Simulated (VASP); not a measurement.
ZrAl (relaxed from the rock salt structure, space group Fm-3m): computed properties

Level of theory: PBE GGA, VASP's PBE PAW potentials (set 64) (plane waves; VASP).

```json
{
  "space_group": "Fm-3m (225)",
  "cell": "a = b = c = 5.5719 Å, α = β = γ = 90.00°",
  "volume_per_atom": "21.62 Å³/atom",
  "band gap (over mesh and band path)": "none (metal, semimetal or under 0.01 eV)",
  "density": "4.54 g/cm³"
}
```

```xyz
2
Lattice="0.0000 2.7859 2.7859 2.7859 0.0000 2.7859 2.7859 2.7859 0.0000" Properties=species:S:1:pos:R:3 pbc="T T T"
Zr     0.0000     0.0000     0.0000
Al     2.7859     2.7859     2.7859
```

The structure was generated: ZrAl was put into the rock salt type (Fm-3m), which need not be its known phase. It was relaxed first, which changed the volume by -34 %. Symmetry was kept, so distortions that lower it aren't found. The electron count is odd and the run is not spin-polarised, which forces a metal.
